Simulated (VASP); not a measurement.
Input:

```xyz
5
Lattice="4.1852 0.0000 0.0000 0.0000 4.1852 0.0000 0.0000 0.0000 4.1852" Properties=species:S:1:pos:R:3 pbc="T T T"
Ba     0.0000     0.0000     0.0000
Hf     2.0926     2.0926     2.0926
O      2.0926     0.0000     2.0926
O      0.0000     2.0926     2.0926
O      2.0926     2.0926     0.0000
```

The numbers are results of TPSS meta-GGA, VASP's PBE PAW potentials (set 64) (plane waves; VASP), not measurements. Run with 520 eV cut-off, 6×6×6 Γ-centred mesh, tetrahedra with Blöchl corrections, potentials Ba_sv Hf_pv O.

Unless said otherwise, spin-orbit coupling is left out, though it shifts the bands of the heavy elements here.

Q: Give the energies of bands 11 to 22 at the high-symmetry points, in eV from the valence-band maximum.

A: 
```tsv
band	Γ	X	M	R
11	-1.74	-3.95	-4.28	-4.46
12	-1.74	-2.13	-3.83	-3.73
13	-1.74	-2.13	-3.75	-3.73
14	-0.99	-1.85	-2.43	-2.55
15	-0.99	-1.74	-2.43	-2.55
16	-0.99	-1.74	-1.10	-2.55
17	-0.25	-1.71	-0.95	0.00
18	-0.25	-0.57	-0.95	0.00
19	-0.25	-0.57	-0.08	0.00
20	3.64	4.20	6.32	6.10
21	3.64	6.43	6.32	6.10
22	3.64	6.43	6.68	6.10
```

The gap is indirect, 3.64 eV, from the valence maximum at R to the conduction minimum at Γ.

The compound is BaHfO3 in the cubic perovskite structure. It was relaxed first.
